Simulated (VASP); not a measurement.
Calculation: LDA (Ceperley-Alder, Perdew-Zunger), VASP's LDA PAW potentials (set 64) (plane waves; VASP 6.6.1).

The input files of a VASP run:

### INCAR
```
! general
SYSTEM  = CuAu
PREC    = Accurate
ENCUT   = 500
LREAL   = .False.   ! projection in real space or not
LASPH   = .True.   ! aspherical one-centre terms

! electronic loop
EDIFF   = 1E-6
NELM    = 100
ALGO    = Normal
LMAXMIX = 6

! smearing
ISMEAR  = 1   ! Methfessel-Paxton
SIGMA   = 0.1

! ions
IBRION  = 2
NSW     = 40
ISIF    = 3   ! ions, shape and volume
EDIFFG  = -0.02

! output
LWAVE   = .False.
LCHARG  = .False.
```

File KPOINTS:
```
Automatic mesh
0
Gamma
13 13 10
0 0 0
```

POSCAR:
```
CuAu
1
    2.8060322127     0.0000000000    -0.0000000000
    0.0000000000     2.8060322127    -0.0000000000
   -0.0000000000    -0.0000000000     3.5062935464
Cu Au
1 1
Direct
  0.0000000000   0.0000000000   0.0000000000
  0.5000000000   0.5000000000   0.5000000000
```

POTCAR, in this order: Cu Au (LDA.64 set). Program: vasp_std.

Output

### OSZICAR
```
       N       E                     dE             d eps       ncg     rms          rms(c)
DAV:   1     0.128494056712E+03    0.12849E+03   -0.11234E+04  5310   0.211E+03
DAV:   2    -0.577974561114E+01   -0.13427E+03   -0.12796E+03  5159   0.336E+02
DAV:   3    -0.103524037979E+02   -0.45727E+01   -0.44802E+01  6315   0.727E+01
DAV:   4    -0.103996776066E+02   -0.47274E-01   -0.47261E-01  5634   0.630E+00
DAV:   5    -0.104010990066E+02   -0.14214E-02   -0.14214E-02  7670   0.118E+00    0.132E+01
DAV:   6    -0.976495335874E+01    0.63615E+00   -0.93119E+00  5171   0.942E+01    0.579E+00
DAV:   7    -0.934372278047E+01    0.42123E+00   -0.36908E+00  6161   0.995E+01    0.646E+00
DAV:   8    -0.926734923714E+01    0.76374E-01   -0.30828E-01  6866   0.161E+01    0.297E+00
DAV:   9    -0.925826911992E+01    0.90801E-02   -0.28124E-02  7829   0.386E+00    0.180E-01
DAV:  10    -0.925772983127E+01    0.53929E-03   -0.44898E-03  6384   0.881E-01    0.105E-01
DAV:  11    -0.925770659559E+01    0.23236E-04   -0.14376E-04  7123   0.183E-01    0.434E-02
DAV:  12    -0.925770200963E+01    0.45860E-05   -0.12042E-05  7079   0.131E-01    0.377E-03
DAV:  13    -0.925770205525E+01   -0.45613E-07   -0.67486E-07  3213   0.227E-02
   1 F= -.92577021E+01 E0= -.92574998E+01  d E =-.925770E+01
       N       E                     dE             d eps       ncg     rms          rms(c)
DAV:   1    -0.925830349300E+01   -0.60148E-03   -0.23087E-02  5516   0.145E+00    0.136E-01
DAV:   2    -0.925800920156E+01    0.29429E-03   -0.31973E-04  7428   0.413E-01    0.796E-02
DAV:   3    -0.925789958448E+01    0.10962E-03   -0.30272E-04  7018   0.606E-01    0.481E-02
DAV:   4    -0.925786941552E+01    0.30169E-04   -0.15209E-04  6224   0.452E-01    0.134E-02
DAV:   5    -0.925786923845E+01    0.17706E-06   -0.53956E-06  5880   0.475E-02
   2 F= -.92578692E+01 E0= -.92576306E+01  d E =-.167183E-03
       N       E                     dE             d eps       ncg     rms          rms(c)
DAV:   1    -0.926238543775E+01   -0.45160E-02   -0.20725E-01  5502   0.435E+00    0.407E-01
DAV:   2    -0.925975579180E+01    0.26296E-02   -0.29939E-03  7416   0.130E+00    0.240E-01
DAV:   3    -0.925882036866E+01    0.93542E-03   -0.29458E-03  6866   0.192E+00    0.154E-01
DAV:   4    -0.925850595238E+01    0.31442E-03   -0.15124E-03  6217   0.141E+00    0.408E-02
DAV:   5    -0.925850521118E+01    0.74120E-06   -0.54634E-05  7558   0.137E-01    0.201E-02
DAV:   6    -0.925850465361E+01    0.55757E-06   -0.37271E-06  5172   0.456E-02
   3 F= -.92585047E+01 E0= -.92582049E+01  d E =-.802598E-03
       N       E                     dE             d eps       ncg     rms          rms(c)
DAV:   1    -0.927600529495E+01   -0.17500E-01   -0.82405E-01  5502   0.868E+00    0.810E-01
DAV:   2    -0.926558201389E+01    0.10423E-01   -0.12676E-02  7417   0.276E+00    0.478E-01
DAV:   3    -0.926195355723E+01    0.36285E-02   -0.12689E-02  6702   0.400E+00    0.322E-01
DAV:   4    -0.926052319210E+01    0.14304E-02   -0.65663E-03  6188   0.286E+00    0.663E-02
DAV:   5    -0.926053097085E+01   -0.77788E-05   -0.22206E-04  7373   0.215E-01    0.386E-02
DAV:   6    -0.926052931404E+01    0.16568E-05   -0.19136E-05  7427   0.959E-02    0.618E-03
DAV:   7    -0.926052862808E+01    0.68596E-06   -0.26620E-06  4228   0.530E-02
   4 F= -.92605286E+01 E0= -.92603416E+01  d E =-.282657E-02
       N       E                     dE             d eps       ncg     rms          rms(c)
DAV:   1    -0.932909044528E+01   -0.68561E-01   -0.32611E+00  5523   0.173E+01    0.165E+00
DAV:   2    -0.928562304603E+01    0.43467E-01   -0.61784E-02  7498   0.668E+00    0.969E-01
DAV:   3    -0.927081377694E+01    0.14809E-01   -0.58782E-02  6356   0.882E+00    0.706E-01
DAV:   4    -0.926341963017E+01    0.73941E-02   -0.30555E-02  6470   0.597E+00    0.119E-01
DAV:   5    -0.926347712025E+01   -0.57490E-04   -0.10646E-03  6234   0.395E-01    0.729E-02
DAV:   6    -0.926347367712E+01    0.34431E-05   -0.85577E-05  7459   0.252E-01    0.164E-02
DAV:   7    -0.926347044190E+01    0.32352E-05   -0.18796E-05  6454   0.155E-01    0.290E-03
DAV:   8    -0.926347044947E+01   -0.75738E-08   -0.53295E-07  2779   0.705E-03
   5 F= -.92634704E+01 E0= -.92634982E+01  d E =-.576839E-02
       N       E                     dE             d eps       ncg     rms          rms(c)
DAV:   1    -0.926420064609E+01   -0.73020E-03   -0.34891E-02  5544   0.181E+00    0.172E-01
DAV:   2    -0.926373347262E+01    0.46717E-03   -0.74814E-04  7508   0.822E-01    0.103E-01
DAV:   3    -0.926357703062E+01    0.15644E-03   -0.71912E-04  6182   0.965E-01    0.769E-02
DAV:   4    -0.926348316633E+01    0.93864E-04   -0.33758E-04  6773   0.643E-01    0.122E-02
DAV:   5    -0.926348398149E+01   -0.81516E-06   -0.12643E-05  5285   0.368E-02    0.793E-03
DAV:   6    -0.926348392123E+01    0.60255E-07   -0.75769E-07  2982   0.251E-02
   6 F= -.92634839E+01 E0= -.92635141E+01  d E =-.578187E-02
       N       E                     dE             d eps       ncg     rms          rms(c)
DAV:   1    -0.926695184203E+01   -0.34679E-02   -0.81071E-02  5697   0.458E+00    0.416E-01
DAV:   2    -0.926451952602E+01    0.24323E-02   -0.16871E-02  5567   0.395E+00    0.196E-01
DAV:   3    -0.926386676340E+01    0.65276E-03   -0.76310E-03  5921   0.322E+00    0.188E-01
DAV:   4    -0.926358631360E+01    0.28045E-03   -0.65913E-04  6376   0.942E-01    0.805E-02
DAV:   5    -0.926352693075E+01    0.59383E-04   -0.13172E-04  7873   0.303E-01    0.951E-03
DAV:   6    -0.926352676785E+01    0.16291E-06   -0.11123E-05  7643   0.858E-02    0.731E-03
DAV:   7    -0.926352669916E+01    0.68692E-07   -0.34825E-07  2737   0.139E-02
   7 F= -.92635267E+01 E0= -.92635535E+01  d E =-.427779E-04
```

File OUTCAR:
```
------------------------ aborting loop because EDIFF is reached ----------------------------------------
  FORCE on cell =-STRESS in cart. coord.  units (eV):
  Direction    XX          YY          ZZ          XY          YZ          ZX
  --------------------------------------------------------------------------------------
  Total       -0.0090114     -0.0090114     -0.0382231      0.0000000     -0.0000000      0.0000000
  in kB       -0.5215253     -0.5215253     -2.2121195      0.0000000     -0.0000000      0.0000000
  external PRESSURE =      -1.0850567 kB  Pullay stress =       0.0000000 kB
  volume of cell :       27.68
      direct lattice vectors                 reciprocal lattice vectors
     2.759736838  0.000000000 -0.000000000     0.362353390  0.000000000  0.000000000
     0.000000000  2.759736838 -0.000000000     0.000000000  0.362353390  0.000000000
     0.000000000 -0.000000000  3.634899771     0.000000000  0.000000000  0.275110749
 POSITION                                       TOTAL-FORCE (eV/Angst)
 -----------------------------------------------------------------------------------
      0.00000      0.00000     -0.00000         0.000000      0.000000      0.000000
      1.37987      1.37987      1.81745         0.000000     -0.000000      0.000000
 -----------------------------------------------------------------------------------
    total drift:                               -0.000000      0.000000      0.000000
  FREE ENERGIE OF THE ION-ELECTRON SYSTEM (eV)
  ---------------------------------------------------
  free  energy   TOTEN  =        -9.2635266992 eV

  energy  without entropy=       -9.2636071085  energy(sigma->0) =       -9.26355350

 reached required accuracy - stopping structural energy minimisation
```
(Selected blocks of OUTCAR.)

CONTCAR:
```
CuAu
   1.00000000000000
     2.7597368379021794    0.0000000000000000   -0.0000000000000001
     0.0000000000000000    2.7597368379021794   -0.0000000000000000
     0.0000000000000000   -0.0000000000000002    3.6348997714542395
  Cu              Au
     1     1
Direct
     0.0000000000000000    0.0000000000000000    0.0000000000000000
     0.5000000000000000    0.5000000000000000    0.5000000000000000
```

The compound is CuAu in the L1_0 structure. This run relaxes it. Symmetry was kept, so distortions that lower it aren't found.
